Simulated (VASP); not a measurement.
```
CELL_PARAMETERS angstrom
      2.95157     0.00000     0.00000
      0.00000     2.95157     0.00000
      0.00000     0.00000     2.95157
ATOMIC_POSITIONS crystal
  Zn 0.50000 0.50000 0.50000
  Cu 0.00000 0.00000 0.00000
```

Method: vdW-DF-cx, VASP's PBE PAW potentials (set 64) (plane waves; VASP). Settings: 520 eV cut-off, 12×12×12 Γ-centred mesh, first-order Methfessel-Paxton smearing of 0.10 eV, potentials Zn Cu.

**Question.** Give the stress tensor in GPa (positive for a compressed cell).

**Answer.** 
```
-3.21   0.00   0.00
 0.00  -3.21   0.00
 0.00   0.00  -3.21
```
The pressure is its mean diagonal, -3.21 GPa.

The compound is CuZn in the CsCl type structure. This cell is one point of a volume scan, at 1.03 of the reference volume. The electron count is odd and the run is not spin-polarised, which forces a metal.
